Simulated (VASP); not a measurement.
Data:

```
CELL_PARAMETERS angstrom
     -2.09550     2.09550     5.26727
      2.09550    -2.09550     5.26727
      2.09550     2.09550    -5.26727
ATOMIC_POSITIONS crystal
  Te 0.50000 0.50000 0.00000
  Te 0.25000 0.75000 0.50000
  O  0.29190 0.29190 0.00000
  O  0.04190 0.54190 0.50000
  O  0.45810 0.95810 0.50000
  O  0.70810 0.70810 0.00000
```

Method: PBE GGA, VASP's PBE PAW potentials (set 64) (plane waves; VASP). Numerical set-up: 400 eV cut-off, 5×5×5 Γ-centred mesh, Gaussian smearing of 0.20 eV, potentials Te O.

At this cut-off the stress carries a Pulay error, which pulls relaxed volumes low.

### Question
Give the force on each atom (eV/Å).

### Answer

```json
[
 {"atom": "Te1", "Fx": "0.000", "Fy": "0.000", "Fz": "0.000"},
 {"atom": "Te2", "Fx": "0.000", "Fy": "0.000", "Fz": "0.000"},
 {"atom": "O3", "Fx": "0.000", "Fy": "0.000", "Fz": "-0.205"},
 {"atom": "O4", "Fx": "0.000", "Fy": "0.000", "Fz": "-0.205"},
 {"atom": "O5", "Fx": "0.000", "Fy": "0.000", "Fz": "0.205"},
 {"atom": "O6", "Fx": "0.000", "Fy": "0.000", "Fz": "0.205"}
]
```

### Question
Give the stress tensor in GPa (positive for a compressed cell).

### Answer

```
5.34  0.00  0.00
0.00  5.34  0.00
0.00  0.00  6.52
```
The pressure is its mean diagonal, 5.74 GPa.

The structure was generated: TeO2 was put into an ordered model structure, which need not be its known phase. The cell was not relaxed at this level. The k-mesh is coarse (spacing up to 0.42 per Å, 2π included), so the numbers may not be converged in it.
